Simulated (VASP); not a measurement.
Calculation: r2SCAN meta-GGA, VASP's PBE PAW potentials (set 64) (plane waves; VASP 6.6.1).

VASP input:

### KPOINTS
```
Automatic
0
gamma
 4 4 4
```

INCAR:
```
ALGO = Normal
EDIFF = 1E-6
EDIFFG = -0.02
ENCUT = 400
IBRION = 2
ISIF = 3
ISMEAR = 0
LASPH = .TRUE.
LCHARG = .FALSE.
LMAXMIX = 4
LMIXTAU = .TRUE.
LREAL = .FALSE.
LWAVE = .FALSE.
METAGGA = R2SCAN
NELM = 100
NSW = 60
PREC = Accurate
SIGMA = 0.05
SYSTEM = CsPbBr3
```

File POSCAR:
```
CsPbBr3
1
    5.9395704787     0.0000000000     0.0000000000
   -0.0000000000     5.9395704787    -0.0000000000
    0.0000000000    -0.0000000000     5.9395704787
Cs Pb Br
1 1 3
Direct
  0.0000000000   0.0000000000   0.0000000000
  0.5000000000   0.5000000000   0.5000000000
  0.5000000000   0.0000000000   0.5000000000
  0.0000000000   0.5000000000   0.5000000000
  0.5000000000   0.5000000000   0.0000000000
```

POTCAR, in this order: Cs_sv Pb_d Br (PBE.64 set). Program: vasp_std.

Problem. What will the output report for the number of irreducible k-points (NKPTS), number of bands (NBANDS), largest plane-wave count, number of space-group operations, FFT grid (NGX, NGY, NGZ)?

Solution. 
- number of irreducible k-points (NKPTS) = 10
- number of bands (NBANDS) = 26
- largest plane-wave count = 3840
- number of space-group operations = 48
- FFT grid (NGX, NGY, NGZ) = 40 × 40 × 40

The compound is CsPbBr3 in the cubic perovskite structure, the ideal cubic form; the compound distorts at low or room temperature. It was relaxed first. The start is the result of an earlier pass.
